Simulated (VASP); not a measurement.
# TlBaBr3 in VASP: how settings move the PBE single point

The PBE single point of TlBaBr3 (cubic perovskite), under +5.0 % equal strain in all directions is repeated with altered inputs. Which of them can be trusted? This is a trial cell built on a prototype, not taken from a measured structure, and it needn't be the compound's ground state.

Program: VASP 6.6.1. PAW datasets, plane waves. All values are calculated for a non-magnetic cell, which may be hypothetical.

**1. Starting point**

The cell comes from an earlier relaxation with r2SCAN in another program.

It is cubic, Pm-3m (No. 221); conventional cell a = 6.541 Å, 55.97 Å³ an atom. Around Ba lie 6 Br at 3.27 Å; around Br lie 2 Ba at 3.27 Å.

As a file:

```cif
data_structure
_symmetry_space_group_name_H-M 'P 1'
_symmetry_Int_Tables_number 1
_cell_length_a 6.5409
_cell_length_b 6.5409
_cell_length_c 6.5409
_cell_angle_alpha 90.000
_cell_angle_beta 90.000
_cell_angle_gamma 90.000
_cell_volume 279.84
loop_
_atom_site_label
_atom_site_type_symbol
_atom_site_fract_x
_atom_site_fract_y
_atom_site_fract_z
_atom_site_occupancy
Tl1 Tl 0.00000 0.00000 0.00000 1
Ba1 Ba 0.50000 0.50000 0.50000 1
Br1 Br 0.50000 0.50000 0.00000 1
Br2 Br 0.50000 0.00000 0.50000 1
Br3 Br 0.00000 0.50000 0.50000 1
```

**2. Reference**

File INCAR:

```
ENCUT = 520.000000
SIGMA = 0.020000
EDIFF = 1.00e-07
GGA = PE
PREC = Accurate
IBRION = -1
ISIF = 2
ISMEAR = -1
NBANDS = 30
NELM = 120
NSW = 0
LASPH = .TRUE.
LCHARG = .FALSE.
LWAVE = .FALSE.
LREAL = .FALSE.
```

File KPOINTS:

```
KPOINTS created by Atomic Simulation Environment
0
Gamma
4 4 4
0 0 0
```

File POSCAR:

```
Tl Ba Br
 1.0000000000000000
     6.5408556662999997    0.0000000000000000    0.0000000000000000
     0.0000000000000000    6.5408556662999997    0.0000000000000000
     0.0000000000000000    0.0000000000000000    6.5408556662999997
 Tl  Ba  Br
   1   1   3
Cartesian
  0.0000000000000000  0.0000000000000000  0.0000000000000000
  3.2704278331499999  3.2704278331499999  3.2704278331499999
  3.2704278331499999  3.2704278331499999  0.0000000000000000
  3.2704278331499999  0.0000000000000000  3.2704278331499999
  0.0000000000000000  3.2704278331499999  3.2704278331499999
```

A file KPOINTS_OPT adds named points for the levels; it doesn't enter the self-consistent loop.

Potentials: the recommended PBE PAW datasets, 44 valence electrons.

Command:

```console
$ mpirun -np 1 vasp_std
```

**3. Variant 1**

Changes to INCAR since step 2:

```diff
@@ -9,3 +9,2 @@
 NBANDS = 30
-NELM = 120
 NSW = 0
@@ -15 +14,4 @@
 LREAL = .FALSE.
+IVDW = 12
+ALGO = Normal
+NELM = 86
```

KPOINTS is that of step 2.

POSCAR is that of step 2.

**4. Variant 2**

File INCAR:

```
ENCUT = 520.000000
EDIFF = 1.00e-07
GGA = PE
PREC = Accurate
IBRION = -1
ISIF = 2
NBANDS = 30
NELM = 120
NSW = 0
LASPH = .TRUE.
LCHARG = .FALSE.
LWAVE = .FALSE.
LREAL = .FALSE.
ISMEAR = -5
SIGMA = 0.5
```

KPOINTS is that of step 2.

POSCAR is that of step 2.

**5. Variant 3**

File INCAR:

```
ENCUT = 520.000000
SIGMA = 0.020000
EDIFF = 1.00e-07
PREC = Accurate
IBRION = -1
ISIF = 2
ISMEAR = -1
NBANDS = 30
NSW = 0
LASPH = .TRUE.
LCHARG = .FALSE.
LWAVE = .FALSE.
GGA = RP
LREAL = Auto
NELM = 59
```

KPOINTS is that of step 2.

POSCAR is that of step 2.

**6. Variant 4**

Changes to INCAR since step 2:

```diff
@@ -9,3 +9,2 @@
 NBANDS = 30
-NELM = 120
 NSW = 0
@@ -15 +14,5 @@
 LREAL = .FALSE.
+NELM = 67
+IMIX = 1
+AMIX = 3.0
+BMIX = 0.0001
```

KPOINTS is that of step 2.

POSCAR is that of step 2.

Q: Predict the outcome of this session. Wanted: for each run, changed; ending; energy change; pressure; electronic steps; usable.

**Answer**, as computed:

| run | changed | ending | energy change (meV/atom) | pressure (GPa) | gap on the mesh (eV; negative: overlap) | electronic steps | time | usable |
| --- | --- | --- | --- | --- | --- | --- | --- | --- |
| ref. | – | converged | 0 | -1.2 | 2.81 | 16 | 2 min | yes |
| 1 | IVDW = 12, ALGO = Normal, NELM = 86 | converged | – | -1.9 | 2.81 | 16 | 1.8 min | yes |
| 2 | ISMEAR = -5, SIGMA = 0.5 | converged | 0.0 | -1.2 | 2.81 | 16 | 70 s | yes |
| 3 | GGA = RP, LREAL = Auto, NELM = 59 | converged | – | -0.5 | 2.95 | 16 | 1.9 min | yes |
| 4 | IMIX = 1, AMIX = 3, BMIX = 0.0001 | crashed | – | – | – | 10 | 72 s | no |

**Reading.** Of 4 altered inputs, 1 gave no result, 3 gave usable results.

Spin-orbit coupling is left out, though the cell holds Tl; it can move the gap.
